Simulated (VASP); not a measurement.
Crystal: Sn.

```
CELL_PARAMETERS angstrom
-2.91615 2.91615 1.59115
2.91615 -2.91615 1.59115
2.91615 2.91615 -1.59115
ATOMIC_POSITIONS crystal
Sn 0.00000 0.00000 0.00000
Sn 0.75000 0.25000 0.50000
```

* Program: VASP 6.6.1
* Task: relaxation of cell and atoms
* Functional: PBEsol
* Potentials or basis: VASP PAW PBE potentials, release 64 (Sn_d)
* Cutoff: 600 eV
* k mesh: 6 × 6 × 6
* Occupations: gaussian, width 0.1 eV
* Spin: no spin polarisation

At the start: pressure -0.4 GPa; volume 27.06 Å³/atom.

**Question.** Where does the relaxation end?

**Answer.** Over 5 steps the energy falls by 2.5 meV/atom and the volume is 26.82 Å³/atom (-0.9 %); space group I4_1/amd (No. 141, to 0.05 Å).

The path:
| step | energy change (eV) | largest force (eV/Å) | pressure (GPa) | volume (Å³) |
| --- | --- | --- | --- | --- |
| 1 | 0.0000 | 0.0000 | -0.42 | 54.12 |
| 2 | -0.0049 | 0.0000 | 0.09 | 53.56 |
| 3 | -0.0050 | 0.0000 | 0.14 | 53.52 |
| 4 | -0.0050 | 0.0000 | -0.05 | 53.69 |
| 5 | -0.0050 | 0.0000 | 0.00 | 53.65 |

Final structure:
```
CELL_PARAMETERS angstrom
-2.92591 2.92591 1.56658
2.92591 -2.92591 1.56658
2.92591 2.92591 -1.56658
ATOMIC_POSITIONS crystal
Sn 0.00000 0.00000 0.00000
Sn 0.75000 0.25000 0.50000
```

Caveat: the k mesh is coarse (spacing up to 0.37 Å⁻¹), so the values aren't converged; the PAW data sets were made with another functional, which shifts forces and pressure a little.
